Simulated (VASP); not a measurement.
Here is a VASP 6.6.1 calculation.

The input INCAR:

```
PREC = Accurate ; ENCUT = 520
EDIFF = 1E-6 ; ISMEAR = 0
SIGMA = 0.1 ; LREAL = F
LASPH = T ; NELM = 120
ALGO = Normal ; ISIF = 2
LWAVE = F ; LCHARG = F
GGA = PE ; KPAR = 2
```

KPOINTS

```
regular mesh
0
Gamma
  12 12 6
```

Contents of POSCAR:

```
Nb2SnSe
1.0
    3.3831750000      0.0000000000      0.0000000000
   -1.6915880000      2.9299160000      0.0000000000
    0.0000000000      0.0000000000      7.7798200000
Nb Sn Se
2 1 1
Direct
    0.6666670000      0.3333330000      0.7250750000
    0.6666670000      0.3333330000      0.2749250000
    0.0000000000      0.0000000000      0.0000000000
    0.3333330000      0.6666670000      0.5000000000
```

Potentials or basis: VASP PAW PBE potentials, release 64 (Nb_sv, Sn_d, Se).

The run is started by

```console
$ cat potpaw_PBE.64/Nb_sv/POTCAR potpaw_PBE.64/Sn_d/POTCAR potpaw_PBE.64/Se/POTCAR > POTCAR
$ mpirun -np 2 vasp_std > vasp.out
```

Problem. What does it give for the band gap on the k mesh?

Solution. None (metal or under the smearing width).

Problem. Predict the largest force.

Solution. 0.011 eV/Å.

Problem. Estimate the pressure.

Solution. 0.0 GPa.

Stress tensor (GPa, compression positive):
```
-0.02  0.00  0.00
 0.00 -0.02  0.00
 0.00  0.00  0.14
```
